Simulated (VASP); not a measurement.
Given:

```
P
1.0
    1.66030    -5.12903     0.00000
    1.66030     5.12903     0.00000
    0.00000     0.00000     4.18615
P
4
Direct
  0.10557   0.89443   0.92738
  0.39443   0.60557   0.42738
  0.60557   0.39443   0.57262
  0.89443   0.10557   0.07262
```

The numbers are results of PBEsol GGA, VASP's PBE PAW potentials (set 64) (plane waves; VASP), not measurements. Numerical set-up: 500 eV cut-off, 10×10×7 Γ-centred mesh, first-order Methfessel-Paxton smearing of 0.10 eV, potentials P.

Without a dispersion term in the relaxation, distances and binding between the weakly bound layers, chains or molecules are unreliable, and so is what depends on them.

Estimate the energy per atom (σ→0), band gap (on the k-mesh) with the smallest direct gap where there is one.

The band gap (on the k-mesh) is none (metal, semimetal or under 0.01 eV) and the energy per atom (σ→0) comes out as -5.762 eV/atom.

Total energies compare only between runs with the same potentials, cut-off and functional.

The compound is P in the black structure. It was relaxed first, which changed the volume by -6 %.
